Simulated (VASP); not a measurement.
Input for VASP

### KPOINTS
```
Automatic mesh
0
Gamma
13 13 13
0 0 0
```

### INCAR
```
SYSTEM = HfN
PREC = Accurate
ENCUT = 520
EDIFF = 1E-6
NELM = 100
ALGO = Normal
LREAL = .FALSE.
LASPH = .TRUE.
ISMEAR = 1
SIGMA = 0.1
METAGGA = R2SCAN
LUSE_VDW = .TRUE.
BPARAM = 11.95
CPARAM = 0.0093
LMIXTAU = .TRUE.
LMAXMIX = 6
LWAVE = .FALSE.
LCHARG = .FALSE.
IBRION = 2
ISIF = 3
NSW = 60
EDIFFG = -0.01
```

POSCAR:
```
HfN
1
    0.0000000000     2.2600000000     2.2600000000
    2.2600000000     0.0000000000     2.2600000000
    2.2600000000     2.2600000000     0.0000000000
Hf N
1 1
Direct
  0.0000000000   0.0000000000   0.0000000000
  0.5000000000   0.5000000000   0.5000000000
```

POTCAR, in this order: Hf_pv N (PBE.64 set). Program: vasp_std.

Problem. Write an equivalent input for Ansatz.

Solution. One equivalent input (not run):
Ansatz 0.2 input:
```yaml
crystal:
  lattice:
    - [0.0000000, 2.2600000, 2.2600000]
    - [2.2600000, 0.0000000, 2.2600000]
    - [2.2600000, 2.2600000, 0.0000000]
  atoms:
    - { symbol: Hf, position: [0.0000000, 0.0000000, 0.0000000] }
    - { symbol: N, position: [0.5000000, 0.5000000, 0.5000000] }
kpoints:
  mp_grid: { grid: [13, 13, 13] }
hamiltonian:
  xc: r2scan
  dispersion: rvv10
  pseudopotentials: { kind: paw }
scf:
  occupations: { method: methfessel_paxton, width: 0.1 }
  max_iter: 100
relax:
  max_steps: 60
  f_tol: 0.01
  cell: {}
output: { forces: true, stress: true, eigenvalues: true }
```
The two are equivalent in intent, not identical: each code has its own PAW files, so the cut-off isn't converted (ENCUT is set for VASP's; basis.ecutwfc is left out, and Ansatz then takes the one that its files recommend); Ansatz stops its SCF on the density residual and VASP on the energy change (EDIFF).

The compound is HfN in the rock salt structure. This run relaxes it. Symmetry was kept, so distortions that lower it aren't found.
